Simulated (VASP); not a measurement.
An input for Quantum ESPRESSO's pw.x (written as the equivalent of a VASP run, and not itself run):

```
&CONTROL
  calculation = 'vc-relax'
  pseudo_dir = './pseudo'
  outdir = './out'
  tprnfor = .true.
  tstress = .true.
  nstep = 60
  forc_conv_thr = 0.00039
/
&SYSTEM
  ibrav = 0
  nat = 2
  ntyp = 2
  ecutwfc = 88
  occupations = 'smearing'
  smearing = 'gaussian'
  degauss = 0.003675
  input_dft = 'pbesol'
/
&ELECTRONS
  conv_thr = 7.3e-08
  electron_maxstep = 100
/
&IONS
/
&CELL
/
ATOMIC_SPECIES
  Na 22.990 Na.upf
  H 1.008 H.upf
CELL_PARAMETERS angstrom
     0.0000000    2.4400000    2.4400000
     2.4400000    0.0000000    2.4400000
     2.4400000    2.4400000    0.0000000
ATOMIC_POSITIONS crystal
  Na   0.0000000  0.0000000  0.0000000
  H    0.5000000  0.5000000  0.5000000
K_POINTS automatic
  8 8 8 0 0 0
```

**Question.** Translate this input to VASP (INCAR, KPOINTS, POSCAR, choice of POTCAR).

**Answer.** One answer among several that fit: 
KPOINTS:
```
kpoints
0
gamma
  8 8 8
```

POSCAR:
```
NaH
1.0
  0.0000000000   2.4400000000   2.4400000000
  2.4400000000   0.0000000000   2.4400000000
  2.4400000000   2.4400000000   0.0000000000
Na H
1 1
Cartesian
  0.0000000000   0.0000000000   0.0000000000
  2.4400000000   2.4400000000   2.4400000000
```

### INCAR
```
! general
SYSTEM = NaH
PREC   = Accurate
ENCUT  = 400   ! plane-wave cut-off (eV)
LREAL  = .FALSE.
LASPH  = .TRUE.   ! aspherical one-centre terms

! electronic loop
EDIFF  = 1E-6   ! SCF stop (eV)
NELM   = 100   ! most electronic steps
ALGO   = Normal

! smearing
ISMEAR = 0
SIGMA  = 0.05

! functional
GGA    = PS

! ions
IBRION = 2   ! conjugate gradients
NSW    = 60   ! most ionic steps
ISIF   = 3   ! ions, shape and volume
EDIFFG = -0.01   ! ionic stop

! output
LWAVE  = .FALSE.
LCHARG = .FALSE.
```

POTCAR, in this order: Na_pv H (PBE.64 set). Program: vasp_std.

Limits of the translation: the potentials are each code's own (VASP's PAW set, PseudoDojo norm-conserving files in pw.x), so ENCUT and ecutwfc are chosen apart and not converted; conv_thr bounds pw.x's estimated SCF error, while EDIFF bounds the energy change between steps; forc_conv_thr acts on force components and is met together with etot_conv_thr.

The compound is NaH in the rock salt structure. This run relaxes it. Symmetry was kept, so distortions that lower it aren't found.
